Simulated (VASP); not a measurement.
SrCl2 (fluorite):

```
SrCl2
1.0
    0.00000     3.49000     3.49000
    3.49000     0.00000     3.49000
    3.49000     3.49000     0.00000
Sr Cl
1 2
Cartesian
  0.00000   0.00000   0.00000
  1.74500   1.74500   1.74500
  5.23500   5.23500   5.23500
```

The highest filled band near X, direction along the valley's axis, from PBE with spin-orbit coupling in VASP (PAW); its two spin partners are averaged. The gap over the points computed is 5.33 eV, and the next band on that side lies 0.36 eV away at the edge.

Numerical set-up: 400 eV cut-off, 6×6×6 Γ-centred mesh, Gaussian smearing of 0.050 eV, potentials Sr_sv Cl.

```
distance from the edge in k (1/Å)  distance in energy (meV)
---------------------------------  ------------------------
0.025                                                   5.5
0.035                                                  10.7
0.050                                                  21.7
0.070                                                  42.3
```

Q: Fit E(1 + αE) = ħ²k²/2m* (ħ²/2m0 = 3.810 eV Å²) and predict the row at 0.095 1/Å.

A: The rows don't resolve α, so a parabola serves: the hole mass is m* = 0.441 m0, and so 78.1 meV. The run gave 77.2 meV, -0.9 meV from the fit.

Left out are points under 3 meV from the edge, since the levels carry 0.1 meV, and points farther than half the way to the next band.

The compound is SrCl2 in the fluorite structure. The cell was not relaxed at this level.
